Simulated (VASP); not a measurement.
Crystal: BiTe.

```
CELL_PARAMETERS angstrom
0.00000 3.23500 3.23500
3.23500 0.00000 3.23500
3.23500 3.23500 0.00000
ATOMIC_POSITIONS crystal
Bi 0.00000 0.00000 0.00000
Te 0.50000 0.50000 0.50000
```

* Program: VASP 6.6.1
* Task: relaxation of cell and atoms
* Functional: LDA
* Potentials or basis: VASP PAW LDA potentials, release 64 (Bi_d, Te)
* Cutoff: 600 eV
* k mesh: 6 × 6 × 6
* Occupations: fermi-dirac, width 0.05 eV
* Spin: no spin polarisation

At the start: pressure -2.6 GPa; volume 33.86 Å³/atom.

**Question.** Where does the relaxation end?

**Answer.** Over 3 steps the energy falls by 14.2 meV/atom and the volume is 32.16 Å³/atom (-5.0 %); space group Fm-3m (No. 225, to 0.05 Å).

Step by step:
```csv
step,energy change (eV),largest force (eV/Å),pressure (GPa),volume (Å³)
1,0.0000,0.0000,-2.58,67.71
2,-0.0194,0.0000,1.69,62.51
3,-0.0285,0.0000,-0.02,64.31
```

Final structure:
```xyz
2
Lattice="0.0000 3.1800 3.1800 3.1800 0.0000 3.1800 3.1800 3.1800 0.0000" Properties=species:S:1:pos:R:3 pbc="T T T"
Bi    0.0000    0.0000    0.0000
Te    3.1800    3.1800    3.1800
```
